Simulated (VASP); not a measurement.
All values below come from PBE GGA, VASP's PBE PAW potentials (set 64) (plane waves; VASP).

A VASP calculation is set up with these files.

POSCAR:
```
LiZn35O36
1
    4.9323206900    -8.5430313936     0.0000000000
    4.9323206900     8.5430313936     0.0000000000
    0.0000000000     0.0000000000    10.5847753959
Zn O Li
35 36 1
Direct
  0.2222220000   0.1111110000   0.2500000000
  0.1111110000   0.2222220000   0.0000000000
  0.2222220000   0.1111110000   0.7500000000
  0.1111110000   0.2222220000   0.5000000000
  0.2222220000   0.4444440000   0.2500000000
  0.1111110000   0.5555560000   0.0000000000
  0.2222220000   0.4444440000   0.7500000000
  0.1111110000   0.5555560000   0.5000000000
  0.2222220000   0.7777780000   0.2500000000
  0.1111110000   0.8888890000   0.0000000000
  0.2222220000   0.7777780000   0.7500000000
  0.1111110000   0.8888890000   0.5000000000
  0.5555560000   0.1111110000   0.2500000000
  0.4444440000   0.2222220000   0.0000000000
  0.5555560000   0.1111110000   0.7500000000
  0.4444440000   0.2222220000   0.5000000000
  0.5555560000   0.4444440000   0.2500000000
  0.4444440000   0.5555560000   0.0000000000
  0.5555560000   0.4444440000   0.7500000000
  0.5555560000   0.7777780000   0.2500000000
  0.4444440000   0.8888890000   0.0000000000
  0.5555560000   0.7777780000   0.7500000000
  0.4444440000   0.8888890000   0.5000000000
  0.8888890000   0.1111110000   0.2500000000
  0.7777780000   0.2222220000   0.0000000000
  0.8888890000   0.1111110000   0.7500000000
  0.7777780000   0.2222220000   0.5000000000
  0.8888890000   0.4444440000   0.2500000000
  0.7777780000   0.5555560000   0.0000000000
  0.8888890000   0.4444440000   0.7500000000
  0.7777780000   0.5555560000   0.5000000000
  0.8888890000   0.7777780000   0.2500000000
  0.7777780000   0.8888890000   0.0000000000
  0.8888890000   0.7777780000   0.7500000000
  0.7777780000   0.8888890000   0.5000000000
  0.2222220000   0.1111110000   0.4410000000
  0.1111110000   0.2222220000   0.1910000000
  0.2222220000   0.1111110000   0.9410000000
  0.1111110000   0.2222220000   0.6910000000
  0.2230370000   0.4445880000   0.4365480000
  0.1111110000   0.5555560000   0.1910000000
  0.2222220000   0.4444440000   0.9410000000
  0.1111110000   0.5555560000   0.6910000000
  0.2222220000   0.7777780000   0.4410000000
  0.1111110000   0.8888890000   0.1910000000
  0.2222220000   0.7777780000   0.9410000000
  0.1111110000   0.8888890000   0.6910000000
  0.5555560000   0.1111110000   0.4410000000
  0.4444440000   0.2222220000   0.1910000000
  0.5555560000   0.1111110000   0.9410000000
  0.4444440000   0.2222220000   0.6910000000
  0.5520270000   0.4441260000   0.4382520000
  0.4444440000   0.5555560000   0.1910000000
  0.5555560000   0.4444440000   0.9410000000
  0.4470010000   0.5578400000   0.6929260000
  0.5553270000   0.7725700000   0.4416310000
  0.4444440000   0.8888890000   0.1910000000
  0.5555560000   0.7777780000   0.9410000000
  0.4444440000   0.8888890000   0.6910000000
  0.8888890000   0.1111110000   0.4410000000
  0.7777780000   0.2222220000   0.1910000000
  0.8888890000   0.1111110000   0.9410000000
  0.7777780000   0.2222220000   0.6910000000
  0.8888890000   0.4444440000   0.4410000000
  0.7777780000   0.5555560000   0.1910000000
  0.8888890000   0.4444440000   0.9410000000
  0.7777780000   0.5555560000   0.6910000000
  0.8888890000   0.7777780000   0.4410000000
  0.7777780000   0.8888890000   0.1910000000
  0.8888890000   0.7777780000   0.9410000000
  0.7777780000   0.8888890000   0.6910000000
  0.4398020000   0.5552580000   0.4992950000
```

### INCAR
```
! general
SYSTEM =LiZn35O36
PREC   =Normal
ENCUT  =400
LREAL  =Auto
LASPH  =T
ISYM   =0
NELECT =638.0

! electronic loop
EDIFF  =1E-5
NELM   =100
NELMIN =4
ALGO   =Fast
LMAXMIX=4

! smearing
ISMEAR =0
SIGMA  =0.05

! functional
GGA    =PE

! ions
IBRION =2
NSW    =60
ISIF   =2
EDIFFG =-0.03

! output
LWAVE  =F
LCHARG =F
```

### KPOINTS
```
Automatic mesh
0
Gamma
1 1 1
0 0 0
```

POTCAR, in this order: Zn O Li (PBE.64 set). Program: vasp_gam.

The run wrote:

OSZICAR:
```
...
DAV:   1     0.106669856916E+05    0.10667E+05   -0.24641E+05   764   0.231E+03
DAV:   2     0.239569301989E+04   -0.82713E+04   -0.79059E+04   764   0.669E+02
DAV:   3    -0.328293979122E+02   -0.24285E+04   -0.22568E+04   794   0.284E+02
DAV:   4    -0.368733564608E+03   -0.33590E+03   -0.32964E+03   848   0.115E+02
DAV:   5    -0.380764929863E+03   -0.12031E+02   -0.11950E+02   856   0.217E+01    0.604E+01
RMM:   6    -0.318996658928E+03    0.61768E+02   -0.22531E+02   764   0.223E+01    0.445E+01
RMM:   7    -0.319985156513E+03   -0.98850E+00   -0.32943E+01   764   0.123E+01    0.179E+01
RMM:   8    -0.319425805719E+03    0.55935E+00   -0.56107E+00   764   0.454E+00    0.121E+01
RMM:   9    -0.319403532964E+03    0.22273E-01   -0.22340E+00   764   0.369E+00    0.164E+00
RMM:  10    -0.319383985689E+03    0.19547E-01   -0.79600E-01   783   0.119E+00    0.790E-01
RMM:  11    -0.319393979909E+03   -0.99942E-02   -0.14098E-01   780   0.683E-01    0.324E-01
RMM:  12    -0.319400490299E+03   -0.65104E-02   -0.32307E-02   802   0.273E-01    0.233E-01
RMM:  13    -0.319399855656E+03    0.63464E-03   -0.11958E-02   778   0.144E-01    0.863E-02
RMM:  14    -0.319400090717E+03   -0.23506E-03   -0.24274E-03   815   0.698E-02    0.595E-02
RMM:  15    -0.319400117778E+03   -0.27060E-04   -0.58660E-04   773   0.355E-02    0.260E-02
RMM:  16    -0.319400126591E+03   -0.88134E-05   -0.97426E-05   631   0.149E-02
   1 F= -.31940013E+03 E0= -.31940013E+03  d E =-.319400E+03
       N       E                     dE             d eps       ncg     rms          rms(c)
DAV:   1    -0.319491098822E+03   -0.90981E-01   -0.12509E+02   856   0.205E+01    0.196E+00
RMM:   2    -0.319671981487E+03   -0.18088E+00   -0.22147E+00   764   0.316E+00    0.142E+00
RMM:   3    -0.319673048807E+03   -0.10673E-02   -0.26463E-01   764   0.110E+00    0.769E-01
RMM:   4    -0.319665003118E+03    0.80457E-02   -0.48641E-02   798   0.479E-01    0.475E-01
RMM:   5    -0.319661717427E+03    0.32857E-02   -0.14820E-02   764   0.260E-01    0.176E-01
RMM:   6    -0.319661473402E+03    0.24402E-03   -0.65084E-03   764   0.117E-01    0.904E-02
RMM:   7    -0.319661456006E+03    0.17397E-04   -0.88556E-04   768   0.564E-02    0.398E-02
RMM:   8    -0.319661475634E+03   -0.19628E-04   -0.43030E-04   785   0.287E-02    0.208E-02
RMM:   9    -0.319661476312E+03   -0.67783E-06   -0.88260E-05   584   0.142E-02
   2 F= -.31966148E+03 E0= -.31966148E+03  d E =-.261350E+00
       N       E                     dE             d eps       ncg     rms          rms(c)
DAV:   1    -0.319661570292E+03   -0.94658E-04   -0.11595E-01   824   0.632E-01    0.616E-02
RMM:   2    -0.319661735807E+03   -0.16552E-03   -0.20330E-03   764   0.957E-02    0.457E-02
RMM:   3    -0.319661736299E+03   -0.49133E-06   -0.23937E-04   751   0.326E-02    0.237E-02
RMM:   4    -0.319661729143E+03    0.71559E-05   -0.40051E-05   545   0.129E-02
   3 F= -.31966173E+03 E0= -.31966173E+03  d E =-.261603E+00
       N       E                     dE             d eps       ncg     rms          rms(c)
DAV:   1    -0.319662766307E+03   -0.10300E-02   -0.62234E+00   792   0.480E+00    0.513E-01
RMM:   2    -0.319677650346E+03   -0.14884E-01   -0.16130E-01   764   0.841E-01    0.367E-01
RMM:   3    -0.319678618849E+03   -0.96850E-03   -0.20369E-02   764   0.311E-01    0.183E-01
RMM:   4    -0.319678504692E+03    0.11416E-03   -0.22812E-03   776   0.111E-01    0.133E-01
RMM:   5    -0.319678404810E+03    0.99882E-04   -0.67433E-04   764   0.584E-02    0.543E-02
RMM:   6    -0.319678419476E+03   -0.14665E-04   -0.18638E-04   744   0.253E-02    0.310E-02
RMM:   7    -0.319678413796E+03    0.56799E-05   -0.52290E-05   557   0.136E-02
   4 F= -.31967841E+03 E0= -.31967841E+03  d E =-.166847E-01
       N       E                     dE             d eps       ncg     rms          rms(c)
DAV:   1    -0.319676196331E+03    0.22231E-02   -0.20676E+00   808   0.276E+00    0.291E-01
RMM:   2    -0.319681183421E+03   -0.49871E-02   -0.53866E-02   764   0.486E-01    0.213E-01
RMM:   3    -0.319681506520E+03   -0.32310E-03   -0.68352E-03   764   0.180E-01    0.108E-01
RMM:   4    -0.319681464253E+03    0.42267E-04   -0.77002E-04   777   0.636E-02    0.805E-02
RMM:   5    -0.319681427881E+03    0.36372E-04   -0.23970E-04   761   0.340E-02    0.324E-02
RMM:   6    -0.319681433220E+03   -0.53387E-05   -0.65454E-05   646   0.150E-02
   5 F= -.31968143E+03 E0= -.31968143E+03  d E =-.197041E-01
       N       E                     dE             d eps       ncg     rms          rms(c)
DAV:   1    -0.319681283146E+03    0.14474E-03   -0.66270E-02   864   0.497E-01    0.561E-02
RMM:   2    -0.319681455811E+03   -0.17267E-03   -0.18555E-03   764   0.896E-02    0.418E-02
RMM:   3    -0.319681466819E+03   -0.11008E-04   -0.23408E-04   730   0.333E-02    0.215E-02
RMM:   4    -0.319681465559E+03    0.12604E-05   -0.28808E-05   498   0.123E-02
   6 F= -.31968147E+03 E0= -.31968147E+03  d E =-.197364E-01
       N       E                     dE             d eps       ncg     rms          rms(c)
DAV:   1    -0.319682531721E+03   -0.10649E-02   -0.22468E+00   792   0.277E+00    0.255E-01
RMM:   2    -0.319686350459E+03   -0.38187E-02   -0.42814E-02   764   0.404E-01    0.146E-01
RMM:   3    -0.319686607226E+03   -0.25677E-03   -0.55212E-03   764   0.149E-01    0.772E-02
RMM:   4    -0.319686574510E+03    0.32716E-04   -0.57857E-04   768   0.528E-02    0.538E-02
RMM:   5    -0.319686550507E+03    0.24003E-04   -0.18058E-04   732   0.282E-02    0.175E-02
RMM:   6    -0.319686554222E+03   -0.37152E-05   -0.49201E-05   565   0.130E-02
   7 F= -.31968655E+03 E0= -.31968655E+03  d E =-.508866E-02
       N       E                     dE             d eps       ncg     rms          rms(c)
DAV:   1    -0.319674543783E+03    0.12007E-01   -0.72200E+00   776   0.498E+00    0.459E-01
RMM:   2    -0.319687018883E+03   -0.12475E-01   -0.13990E-01   764   0.728E-01    0.265E-01
RMM:   3    -0.319687863846E+03   -0.84496E-03   -0.17973E-02   764   0.269E-01    0.141E-01
RMM:   4    -0.319687755130E+03    0.10872E-03   -0.19213E-03   771   0.959E-02    0.995E-02
RMM:   5    -0.319687672428E+03    0.82702E-04   -0.58328E-04   764   0.504E-02    0.327E-02
RMM:   6    -0.319687684660E+03   -0.12232E-04   -0.16863E-04   731   0.236E-02    0.218E-02
RMM:   7    -0.319687681766E+03    0.28942E-05   -0.44394E-05   527   0.123E-02
   8 F= -.31968768E+03 E0= -.31968768E+03  d E =-.621621E-02
       N       E                     dE             d eps       ncg     rms          rms(c)
DAV:   1    -0.319686550147E+03    0.11345E-02   -0.10567E+00   792   0.190E+00    0.177E-01
RMM:   2    -0.319688352474E+03   -0.18023E-02   -0.20181E-02   764   0.277E-01    0.979E-02
RMM:   3    -0.319688474088E+03   -0.12161E-03   -0.25742E-03   764   0.102E-01    0.513E-02
RMM:   4    -0.319688459876E+03    0.14212E-04   -0.26956E-04   754   0.361E-02    0.347E-02
RMM:   5    -0.319688449349E+03    0.10527E-04   -0.81629E-05   646   0.190E-02    0.115E-02
RMM:   6    -0.319688450951E+03   -0.16018E-05   -0.21122E-05   483   0.882E-03
   9 F= -.31968845E+03 E0= -.31968845E+03  d E =-.698539E-02
       N       E                     dE             d eps       ncg     rms          rms(c)
DAV:   1    -0.319687474832E+03    0.97452E-03   -0.21313E+00   792   0.272E+00    0.241E-01
RMM:   2    -0.319690918806E+03   -0.34440E-02   -0.39151E-02   764   0.395E-01    0.148E-01
RMM:   3    -0.319691128277E+03   -0.20947E-03   -0.49524E-03   764   0.145E-01    0.780E-02
RMM:   4    -0.319691086998E+03    0.41279E-04   -0.56181E-04   769   0.515E-02    0.538E-02
RMM:   5    -0.319691057261E+03    0.29737E-04   -0.18965E-04   751   0.289E-02    0.171E-02
RMM:   6    -0.319691060267E+03   -0.30057E-05   -0.52032E-05   581   0.135E-02
  10 F= -.31969106E+03 E0= -.31969106E+03  d E =-.260932E-02
```

### OUTCAR
```
------------------------ aborting loop because EDIFF is reached ----------------------------------------
  FORCE on cell =-STRESS in cart. coord.  units (eV):
  Direction    XX          YY          ZZ          XY          YZ          ZX
  --------------------------------------------------------------------------------------
  Total      -16.8063345    -16.2906043    -20.2540773      0.0051828     -0.0039916      0.0116331
  in kB      -30.1862131    -29.2598992    -36.3787770      0.0093090     -0.0071693      0.0208944
  external PRESSURE =     -31.9416298 kB  Pullay stress =       0.0000000 kB
  volume of cell :      892.02
      direct lattice vectors                 reciprocal lattice vectors
     4.932320690 -8.543031394  0.000000000     0.101372160 -0.058527234  0.000000000
     4.932320690  8.543031394  0.000000000     0.101372160  0.058527234  0.000000000
     0.000000000  0.000000000 10.584775396     0.000000000  0.000000000  0.094475316
  FREE ENERGIE OF THE ION-ELECTRON SYSTEM (eV)
  ---------------------------------------------------
  free  energy   TOTEN  =      -319.6910602672 eV

  energy  without entropy=     -319.6910602672  energy(sigma->0) =     -319.69106027

 reached required accuracy - stopping structural energy minimisation
```
(Selected blocks of OUTCAR.)

**CONTCAR**
```
LiZn35O36
   1.00000000000000
     4.9323206900000001   -8.5430313935999997    0.0000000000000000
     4.9323206900000001    8.5430313935999997    0.0000000000000000
     0.0000000000000000    0.0000000000000000   10.5847753958999995
  Zn              O               Li
    35    36     1
Direct
     0.2225174377025593    0.1117280939684941    0.2514046171579420
     0.1114090363529694    0.2228225548970032    0.0007595885841628
     0.2226918944473444    0.1120541522374033    0.7497321593867213
     0.1138520406327587    0.2267423602092540    0.4995458306324002
     0.2241386652931533    0.4453832950003905    0.2548353254567217
     0.1113917266062118    0.5552478113922847    0.0007378715512711
     0.2265338508518953    0.4466218571388962    0.7480381781044448
     0.1136165943846395    0.5536907625758112    0.4995415372490076
     0.2226160584091501    0.7774755539286420    0.2514183300583285
     0.1111139277006084    0.8888775352860254    0.0009487077726748
     0.2228002434031729    0.7773624239241266    0.7497370994339647
     0.1111041515236415    0.8886796744544955    0.5008922525250836
     0.5550008919668628    0.1107629188760977    0.2519805889828540
     0.4448142161300031    0.2229073834407380    0.0008408051267789
     0.5550742148780983    0.1109158064774914    0.7499346972442110
     0.4460738486795541    0.2267499479061144    0.4996404695662918
     0.5543495659800839    0.4454255356283741    0.2551839600256672
     0.4446110096043071    0.5557344555961394    0.9992878459281780
     0.5534231621803426    0.4467556996258090    0.7478522158697433
     0.5545346087521480    0.7755102528633343    0.2554621176536233
     0.4447998092124774    0.8885495943984223    0.0011127597644928
     0.5535401412940226    0.7735468920977785    0.7479780217257574
     0.4462556272054960    0.8857215506190189    0.4997911636062189
     0.8891056919786799    0.1107889059946147    0.2519858098175131
     0.7777733333743871    0.2222434936585734    0.0009375504348093
     0.8893600492719235    0.1111095147610213    0.7499457191374586
     0.7777445430117322    0.2221906253713250    0.4997210472177550
     0.8891099407374728    0.4450171323527530    0.2519818738373493
     0.7771066437395943    0.5552219976819239    0.0009333049446052
     0.8891944280276946    0.4449969630325041    0.7498054893121546
     0.7721717067669103    0.5536495713107877    0.4995642380247453
     0.8882584867007041    0.7774545459992582    0.2514313795374193
     0.7771360881933504    0.8885733826031138    0.0010709173689775
     0.8879821356977929    0.7772402022467232    0.7497791163157354
     0.7728335932719048    0.8854540466015495    0.4998250950624751
     0.2218474501408931    0.1104467369400591    0.4405477944399680
     0.1110294747338745    0.2220600213787445    0.1897639609980561
     0.2221230170244037    0.1108752197924314    0.9398909739655309
     0.1109243870794008    0.2221448809496990    0.6903722402306429
     0.2216651331702188    0.4442680597947113    0.4401377957394843
     0.1110456651529699    0.5556852880551097    0.1897876532765885
     0.2215241145640786    0.4440771398515346    0.9396331148617955
     0.1108062797845684    0.5554623604750687    0.6903607500514365
     0.2220789496204797    0.7779219131716762    0.4405396645739424
     0.1111046227915996    0.8888353860626844    0.1903883633546197
     0.2222213433165637    0.7779277064529476    0.9399309137047044
     0.1111687644159427    0.8888932647118001    0.6908183633680709
     0.5547546188358671    0.1105657035144381    0.4408902153692031
     0.4444083391568169    0.2221867711117310    0.1898981655989966
     0.5556065059759171    0.1110759401626695    0.9400976440477687
     0.4445438970306556    0.2220648841338933    0.6904226028348401
     0.5545818805604937    0.4442876669434018    0.4404893597586770
     0.4444522683329388    0.5556313635338098    0.1880607973150435
     0.5559382148239566    0.4441017449811929    0.9395077235345860
     0.4443929349665368    0.5556555204054443    0.6908698858062527
     0.5553976486344807    0.7772627228849718    0.4407296776971569
     0.4445007441993404    0.8887176257010639    0.1901037853556331
     0.5560197003082036    0.7786294773508365    0.9395809592710372
     0.4445722651023410    0.8892566978242478    0.6904191218586020
     0.8889275584167491    0.1104171866319984    0.4408935553363291
     0.7777723967347511    0.2222535509706502    0.1903084593233771
     0.8888346474191453    0.1111054466150887    0.9400781383290391
     0.7778415942008553    0.2223238051255038    0.6901953998474306
     0.8887730323873216    0.4451850875736016    0.4409026601523543
     0.7776512513694800    0.5555628409478097    0.1899446479458475
     0.8888299145378608    0.4443755487884125    0.9399495278992560
     0.7779894144143013    0.5554223963960234    0.6902982753554963
     0.8893069776397196    0.7778025706870992    0.4405453967722945
     0.7776274947358193    0.8887454179432280    0.1900621420641855
     0.8890883901900651    0.7778852539472212    0.9399925380289651
     0.7781722046688653    0.8893539366158109    0.6905239938209169
     0.4434095395988743    0.5549303674170980    0.5000780536944112
```

At this cut-off the stress carries a Pulay error, which pulls relaxed volumes low. The cell is charged, with a uniform compensating background. The supercell is sampled at Γ alone, which is coarse: total energies, pressure and levels can be off, energies of defects by several tenths of an eV.

The cell is a supercell with a defect, built from ZnO (wurtzite): Li_Zn, charge -1. The run is not spin-polarised, so no state with unpaired spins was tried.
